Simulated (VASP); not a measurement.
# Be16B (a cell with a defect): single point with PBE

The system is Be16B (a cell with a defect).

```xyz
17
Lattice="-2.2900 -3.9664 0.0000 3.4350 -1.9832 0.0000 0.0000 0.0000 7.1769" Properties=species:S:1:pos:R:3 pbc="T T T"
Be    0.0332   -4.0040    0.0209
Be   -0.2859   -2.7492    1.6788
Be   -0.3105   -4.1219    3.6000
Be   -0.4894   -2.9826    5.4217
Be    0.4394   -1.9558    0.0518
Be    2.0482   -2.6727    2.2714
Be   -1.3850   -1.9987    3.8038
Be    1.7631   -2.7621    5.8335
Be    2.7904   -2.0956    0.4533
Be    0.8500   -0.6297    1.7825
Be    0.8904   -2.1935    3.8967
Be    0.6551   -0.6916    5.7865
Be    0.6525    1.1206    0.1384
Be    0.9479   -4.4203    1.8527
Be   -0.2846   -0.1901    3.9488
Be    0.7042   -4.9254    5.4551
B     1.4824   -3.2541    0.7523
```

The cell was built by a generator and needn't be a form met in nature.

```yaml
Program: VASP 6.6.1
Task: single point
Functional: PBE
Potentials_or_basis: VASP PAW PBE potentials, release 64 (Be, B)
Cutoff: 520 eV
k_mesh: 2 × 3 × 2
Occupations: fermi-dirac, width 0.1 eV
Spin: no spin polarisation
Dipole_correction: no
Further_INCAR_settings: LREAL = Auto; ALGO = Normal; EDIFF = 1e-06; NBANDS = 32
```

- Pressure: 14.2 GPa
- Largest force: 3.580 eV/Å
- Band gap on the k mesh: none (metal or under the smearing width)

Forces in eV/Å, atoms in the order of the input:
```
Be  -0.684 -0.259 -0.288
Be   0.118  0.562  1.714
Be   0.094 -0.002  0.099
Be   0.634  0.938 -0.205
Be  -0.570  0.225 -0.565
Be   0.370  0.916  0.792
Be  -0.286 -1.197  0.182
Be   0.229 -1.115  0.634
Be  -1.010 -0.788 -0.637
Be   0.272  0.099  0.684
Be  -0.735  0.856 -0.027
Be   0.301 -0.273 -0.731
Be   1.494 -0.994 -2.078
Be  -0.935 -2.637  2.233
Be   0.104 -0.056 -0.915
Be  -0.437  1.127  0.514
B    1.040  2.600 -1.405
```

Stress tensor (GPa, compression positive):
```
 9.62  0.57  3.23
 0.57 13.91  1.42
 3.23  1.42 19.06
```

Levels at points of the mesh, in eV from the Fermi level:
| k point | band 15 | band 16 | band 17 | band 18 | band 19 | band 20 |
| --- | --- | --- | --- | --- | --- | --- |
| (0.00, 0.00, 0.00) | -2.04 | -1.41 | -0.82 | 0.06 | 0.73 | 1.05 |
| (0.50, 0.00, 0.00) | -1.93 | -1.71 | -1.56 | -1.45 | -0.34 | 0.41 |
| (0.00, 0.00, 0.50) | -1.93 | -1.56 | -0.95 | -0.26 | 0.39 | 1.39 |
| (0.50, 0.00, 0.50) | -2.06 | -1.91 | -1.60 | -0.82 | 0.37 | 0.65 |

It took 29 s on 1 thread of Intel(R) Xeon(R) 6975P-C (Granite Rapids) (shared host), peak memory 0.23 GiB.

Caveat: the k mesh is coarse (spacing up to 0.69 Å⁻¹), so the values aren't converged.
